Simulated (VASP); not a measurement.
```xyz
3
Lattice="0.0000 2.6655 2.6655 2.6655 0.0000 2.6655 2.6655 2.6655 0.0000" Properties=species:S:1:pos:R:3 pbc="T T T"
Co     0.0000     0.0000     0.0000
Si     1.3328     1.3328     1.3328
Si     3.9983     3.9983     3.9983
```

Computed with vdW-DF-cx, VASP's PBE PAW potentials (set 64) (plane waves; VASP 6.6.1). Numerical set-up: 520 eV cut-off, 11×11×11 Γ-centred mesh, tetrahedra with Blöchl corrections, potentials Co Si.

### Question
Tabulate the total density of states (states/eV per cell) against energy (eV; zero at the valence-band maximum or, without a gap, the Fermi level).

### Answer

(E (eV), DOS (states/eV)): (-9.98, 0.64); (-9.38, 0.63); (-8.90, 0.70); (-8.30, 0.73); (-7.70, 0.72); (-7.22, 0.70); (-6.62, 0.87); (-6.02, 0.74); (-5.54, 0.81); (-4.94, 1.01); (-4.34, 1.60); (-3.86, 3.15); (-3.26, 1.46); (-2.66, 1.34); (-2.18, 3.18); (-1.58, 4.90); (-0.98, 2.38); (-0.50, 2.23); (0.10, 0.95); (0.70, 0.54); (1.18, 0.32); (1.78, 0.94); (2.38, 2.20); (2.86, 0.96); (3.46, 0.38)
Within 2 eV below the Fermi level the largest weight inside VASP's projection spheres is Co d.

The compound is CoSi2 in the fluorite structure. It was relaxed first. The run is not spin-polarised, so no magnetic state was tried. The electron count is odd and the run is not spin-polarised, which forces a metal.
